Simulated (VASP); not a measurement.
A VASP calculation is set up with these files.

### KPOINTS
```
Automatic mesh
0
gamma
  7 7 4
0 0 0
```

**POSCAR**
```
HfS2
1.0
  3.5967619161   0.0000000000   0.0000000000
 -1.7983809580   3.1148869809   0.0000000000
  0.0000000000   0.0000000000   5.8049546292
Hf S
1 2
Cart
  0.0000000000   0.0000000000   0.0000000000
 -0.0000017983   2.0765923589   1.4425516071
  1.7983827564   1.0382946220   4.3624030221
```

**INCAR**
```
SYSTEM = HfS2
PREC = Accurate; ENCUT = 480; LREAL = .FALSE.
LASPH = .TRUE.
EDIFF = 1E-6; NELM = 100; ALGO = Normal
LMAXMIX = 6
ISMEAR = 0; SIGMA = 0.05
GGA = PS
IBRION = 2; NSW = 60; ISIF = 3
EDIFFG = -0.02
LWAVE = .FALSE.; LCHARG = .FALSE.
```

POTCAR, in this order: Hf_pv S (PBE.64 set). Program: vasp_std.

Task: Write an equivalent input for Ansatz.

Result: One equivalent input (not run):
Ansatz 0.2 input:
```yaml
crystal:
  lattice:
    - [3.5967619, 0.0000000, 0.0000000]
    - [-1.7983810, 3.1148870, 0.0000000]
    - [0.0000000, 0.0000000, 5.8049546]
  atoms:
    - { symbol: Hf, position: [0.0000000, 0.0000000, 0.0000000] }
    - { symbol: S, position: [0.3333330, 0.6666670, 0.2485035] }
    - { symbol: S, position: [0.6666670, 0.3333330, 0.7514965] }
kpoints:
  mp_grid: { grid: [7, 7, 4] }
hamiltonian:
  xc: pbesol
  pseudopotentials: { kind: paw }
scf:
  occupations: { method: gaussian, width: 0.05 }
  max_iter: 100
relax:
  max_steps: 60
  f_tol: 0.02
  cell: {}
output: { forces: true, stress: true, eigenvalues: true }
```
The two are equivalent in intent, not identical: each code has its own PAW files, so the cut-off isn't converted (ENCUT is set for VASP's; basis.ecutwfc is left out, and Ansatz then takes the one that its files recommend); Ansatz stops its SCF on the density residual and VASP on the energy change (EDIFF).

The compound is HfS2 in the 1T layered structure. This run relaxes it. Symmetry was kept, so distortions that lower it aren't found. The start is the result of an earlier pass.
